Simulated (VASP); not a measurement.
```yaml
crystal:
  lattice:
    - [0.00000, 1.93459, 1.93459]
    - [1.93459, 0.00000, 1.93459]
    - [1.93459, 1.93459, 0.00000]
  atoms:
    - { symbol: Pd, position: [0.00000, 0.00000, 0.00000] }
```

The numbers are results of PBEsol GGA, VASP's PBE PAW potentials (set 64) (plane waves; VASP), not measurements. Settings: 400 eV cut-off, 18×18×18 Γ-centred mesh, tetrahedra with Blöchl corrections, potentials Pd.

### Question
What does the run give for the energy per atom (σ→0), band gap (on the k-mesh) with the smallest direct gap where there is one?

### Answer

```
Item                                                         Value
------------------------  ----------------------------------------
band gap (on the k-mesh)  none (metal, semimetal or under 0.01 eV)
energy per atom (σ→0)                               -5.961 eV/atom
```

Total energies compare only between runs with the same potentials, cut-off and functional.

The structure comes from a measured Pd entry (Fm-3m) of the Crystallography Open Database, whose conditions weren't checked. It was relaxed first.
